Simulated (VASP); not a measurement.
Input for VASP

File POSCAR:
```
AgBr
1.0
  0.0000000000   2.8921700000   2.8921700000
  2.8921700000   0.0000000000   2.8921700000
  2.8921700000   2.8921700000   0.0000000000
Ag Br
1 1
Cartesian
  0.0311573474   0.0143162415   0.0234294692
  2.8610126526   2.8778537585   2.8687405308
```

KPOINTS:
```
Automatic
0
gamma
 8 8 8
0 0 0
```

INCAR:
```
SYSTEM = AgBr
PREC = Accurate
ENCUT = 300
EDIFF = 1E-6
NELM = 100
ALGO = Normal
LREAL = .FALSE.
LASPH = .TRUE.
ISMEAR = 0
SIGMA = 0.01
GGA = PS
LMAXMIX = 4
LWAVE = .FALSE.
LCHARG = .FALSE.
ISIF = 2
```

POTCAR, in this order: Ag Br (PBE.64 set). Program: vasp_std.

Question: Translate this PBEsol calculation to Quantum ESPRESSO's pw.x.

Answer: One equivalent input (not run):
```
&CONTROL
  calculation = 'scf'
  pseudo_dir = './pseudo'
  outdir = './out'
  tprnfor = .true.
  tstress = .true.
/
&SYSTEM
  ibrav = 0
  nat = 2
  ntyp = 2
  ecutwfc = 82
  occupations = 'smearing'
  smearing = 'gaussian'
  degauss = 0.000735
  input_dft = 'pbesol'
/
&ELECTRONS
  conv_thr = 7.3e-08
  electron_maxstep = 100
/
ATOMIC_SPECIES
  Ag 107.868 Ag.upf
  Br 79.904 Br.upf
CELL_PARAMETERS angstrom
     0.0000000    2.8921700    2.8921700
     2.8921700    0.0000000    2.8921700
     2.8921700    2.8921700    0.0000000
ATOMIC_POSITIONS crystal
  Ag   0.0011390  0.0069620  0.0038110
  Br   0.4988610  0.4930380  0.4961890
K_POINTS automatic
  8 8 8 0 0 0
```
Limits of the translation: the potentials are each code's own (VASP's PAW set, PseudoDojo norm-conserving files in pw.x), so ENCUT and ecutwfc are chosen apart and not converted; conv_thr bounds pw.x's estimated SCF error, while EDIFF bounds the energy change between steps.

The structure comes from a computed database's AgBr entry; how it stands against other phases isn't given here. The cell was not relaxed at this level, atoms are displaced from their ideal sites. The run is one of a series of settings (GGA = PS against the base run), some of them coarse on purpose.
